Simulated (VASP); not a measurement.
All values below come from LDA (Ceperley-Alder, Perdew-Zunger), VASP's LDA PAW potentials (set 64) (plane waves; VASP).

A VASP calculation is set up with these files.

**INCAR**
```
! general
SYSTEM =GaSb
PREC   =Accurate
ENCUT  =500
LREAL  =.False.
LASPH  =.True.

! electronic loop
EDIFF  =1E-6
NELM   =100
ALGO   =Normal
LMAXMIX=4

! smearing
ISMEAR =0
SIGMA  =0.05

! ions
IBRION =2
NSW    =40
ISIF   =3
EDIFFG =-0.02
PSTRESS=100

! output
LWAVE  =.False.
LCHARG =.False.
```

### KPOINTS
```
Automatic mesh
0
Gamma
8 8 8
0 0 0
```

File POSCAR:
```
GaSb
1
    0.0000000000     2.8991932344     2.8991932344
    2.8991932344     0.0000000000     2.8991932344
    2.8991932344     2.8991932344     0.0000000000
Ga Sb
1 1
Direct
  0.0000000000   0.0000000000   0.0000000000
  0.2500000000   0.2500000000   0.2500000000
```

POTCAR, in this order: Ga_d Sb (LDA.64 set). Program: vasp_std.

Task: What will the output report for the number of irreducible k-points (NKPTS), largest plane-wave count, number of space-group operations, FFT grid (NGX, NGY, NGZ)?

Result: 
The number of irreducible k-points (NKPTS) is 29. The largest plane-wave count comes out as 1254. The number of space-group operations is 24 and the FFT grid (NGX, NGY, NGZ) comes out as 30 × 30 × 30.

The compound is GaSb in the zinc blende structure. It was relaxed first under an external pressure of 10 GPa.
